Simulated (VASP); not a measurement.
Given:

```xyz
3
Lattice="2.0424 -3.5376 0.0000 2.0424 3.5376 0.0000 0.0000 0.0000 7.0700" Properties=species:S:1:pos:R:3 pbc="T T T"
Mg     0.0000     0.0000     0.0000
I      2.0424     1.1792     1.6205
I      2.0424    -1.1792     5.4496
```

Method: MS2 meta-GGA, VASP's PBE PAW potentials (set 64) (plane waves; VASP). Numerical set-up: 520 eV cut-off, 6×6×3 Γ-centred mesh, Gaussian smearing of 0.050 eV, potentials Mg I.

The ions and cell shape at fixed volume are relaxed. Which structure does the run end with?

```xyz
3
Lattice="2.0674 -3.5808 0.0000 2.0674 3.5808 0.0000 0.0000 0.0000 6.9007" Properties=species:S:1:pos:R:3 pbc="T T T"
Mg     0.0000     0.0000     0.0000
I      2.0674     1.1936     1.6534
I      2.0674    -1.1936     5.2473
```
Space group P-3m1 (164), at a tolerance of 0.03 Å.

How much energy does the relaxation gain?

The energy (σ→0) changes by -8.3 meV/atom, in 7 ionic steps.

The compound is MgI2 in the 1T layered structure. This cell is one point of a volume scan, at 0.94 of the reference volume. Symmetry was kept, so distortions that lower it aren't found.
